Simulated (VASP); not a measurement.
Method: revTPSS meta-GGA, VASP's PBE PAW potentials (set 64) (plane waves; VASP 6.6.1).

A VASP calculation is set up with these files.

### INCAR
```
ALGO = Normal
EDIFF = 1E-7
ENCUT = 520
ISIF = 2
ISMEAR = 0
LASPH = .True.
LCHARG = .False.
LMAXMIX = 4
LMIXTAU = .True.
LREAL = .False.
LWAVE = .False.
METAGGA = RTPSS
NELM = 100
PREC = Accurate
SIGMA = 0.05
SYSTEM = BaZrO3
```

KPOINTS:
```
Automatic mesh
0
Gamma
 5 5 5
```

### POSCAR
```
BaZrO3
1
    4.1754932820     0.0000000000     0.0000000000
    0.0000000000     4.1754932820     0.0000000000
    0.0000000000     0.0000000000     4.1754932820
Ba Zr O
1 1 3
Direct
  0.0000000000   0.0000000000   0.0000000000
  0.5000000000   0.5000000000   0.5000000000
  0.5000000000   0.0000000000   0.5000000000
  0.0000000000   0.5000000000   0.5000000000
  0.5000000000   0.5000000000   0.0000000000
```

POTCAR, in this order: Ba_sv Zr_sv O (PBE.64 set). Program: vasp_std.

Question: What will the output report for the number of irreducible k-points (NKPTS), largest plane-wave count, number of space-group operations, FFT grid (NGX, NGY, NGZ)?

Answer: 
| Quantity | Value |
|---|---|
| number of irreducible k-points (NKPTS) | 10 |
| largest plane-wave count | 1971 |
| number of space-group operations | 48 |
| FFT grid (NGX, NGY, NGZ) | 32 × 32 × 32 |

The compound is BaZrO3 in the cubic perovskite structure. This cell is one point of a volume scan, at 0.97 of the reference volume.
